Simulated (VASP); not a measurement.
Here is the system:

```yaml
crystal:
  lattice:
    - [0.00000, 1.94500, 1.94500]
    - [1.94500, 0.00000, 1.94500]
    - [1.94500, 1.94500, 0.00000]
  atoms:
    - { symbol: Pd, position: [0.00000, 0.00000, 0.00000] }
```

The numbers are results of PBE GGA, VASP's PBE PAW potentials (set 64) (plane waves; VASP), not measurements. Run with 400 eV cut-off, 12×12×12 Γ-centred mesh, first-order Methfessel-Paxton smearing of 0.10 eV, potentials Pd.

Q: What does the run give for the energy per atom (σ→0), pressure, band gap (on the k-mesh) with the smallest direct gap where there is one?

A: 
* **band gap (on the k-mesh)**: none (metal, semimetal or under 0.01 eV)
* **energy per atom (σ→0)**: -5.207 eV/atom
* **pressure**: 6.53 GPa

The compound is Pd in the fcc structure. The cell was not relaxed at this level.
